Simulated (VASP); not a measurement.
Here is a VASP 6.6.1 calculation.

Contents of INCAR:

```
SYSTEM = RbMg3
PREC = Accurate ; ENCUT = 520
EDIFF = 1E-6 ; ISMEAR = 0
SIGMA = 0.1 ; LREAL = .False.
LASPH = .True. ; NELM = 60
ALGO = Normal ; ISIF = 2
LWAVE = .False. ; LCHARG = .False.
GGA = PE ; NBANDS = 16
```

KPOINTS

```
Automatic mesh
0
Gamma
  10 10 10
  0 0 0
```

The input POSCAR:

```
RbMg3
1.0
    5.1746583067      0.0000000000      0.0000000000
    0.0000000000      5.1746583067      0.0000000000
    0.0000000000      0.0000000000      5.1746583067
Rb Mg
1 3
Direct
    0.0000000000      0.0000000000      0.0000000000
    0.5000000000      0.0000000000      0.5000000000
    0.0000000000      0.5000000000      0.5000000000
    0.5000000000      0.5000000000      0.0000000000
```

Potentials or basis: VASP PAW PBE potentials, release 64 (Rb_sv, Mg).

Launch:

```console
$ cat potpaw_PBE.64/Rb_sv/POTCAR potpaw_PBE.64/Mg/POTCAR > POTCAR
$ mpirun -np 1 vasp_std > vasp.out
```

Question: Estimate the band gap on the k mesh.

Answer: None (metal or under the smearing width).

Question: Estimate the pressure.

Answer: 0.0 GPa.
